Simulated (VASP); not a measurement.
A VASP calculation is set up with these files.

File KPOINTS:
```
Automatic mesh
0
Gamma
8 8 8
0 0 0
```

**INCAR**
```
# general
SYSTEM =Ba
PREC   =Accurate
ENCUT  =400   # plane-wave cut-off (eV)
LREAL  =.FALSE.   # projection in real space or not
LASPH  =.TRUE.   # aspherical one-centre terms

# electronic loop
EDIFF  =1E-6   # SCF stop (eV)
NELM   =100
ALGO   =Normal   # blocked Davidson
LMAXMIX=4   # l cut-off of mixed one-centre charges
LMIXTAU=.TRUE.

# smearing
ISMEAR =1
SIGMA  =0.1   # width (eV)

# functional
METAGGA=R2SCAN

# ions
IBRION =2
NSW    =60
ISIF   =3
EDIFFG =-0.01   # ionic stop

# output
LWAVE  =.FALSE.
LCHARG =.FALSE.
```

**POSCAR**
```
Ba
1.0
  4.1377700000   0.0000000000   0.0000000000
  0.0000000000   4.1377700000   0.0000000000
  0.0000000000   0.0000000000   4.1377700000
Ba
1
direct
  0.0000000000   0.0000000000   0.0000000000
```

POTCAR, in this order: Ba_sv (PBE.64 set). Program: vasp_std.

Translate this r2SCAN calculation to Ansatz.

One equivalent input (not run):
Ansatz 0.2 input:
```yaml
crystal:
  lattice:
    - [4.1377700, 0.0000000, 0.0000000]
    - [0.0000000, 4.1377700, 0.0000000]
    - [0.0000000, 0.0000000, 4.1377700]
  atoms:
    - { symbol: Ba, position: [0.0000000, 0.0000000, 0.0000000] }
kpoints:
  mp_grid: { grid: [8, 8, 8] }
hamiltonian:
  xc: r2scan
  pseudopotentials: { kind: paw }
scf:
  occupations: { method: methfessel_paxton, width: 0.1 }
  max_iter: 100
relax:
  max_steps: 60
  f_tol: 0.01
  cell: {}
output: { forces: true, stress: true, eigenvalues: true }
```
What does not carry over: each code has its own PAW files, so the cut-off isn't converted (ENCUT is set for VASP's; basis.ecutwfc is left out, and Ansatz then takes the one that its files recommend); Ansatz stops its SCF on the density residual and VASP on the energy change (EDIFF).

The structure was generated: Ba was put into the simple-cubic type (Pm-3m), which need not be its known phase. This run relaxes it. Symmetry was kept, so distortions that lower it aren't found.
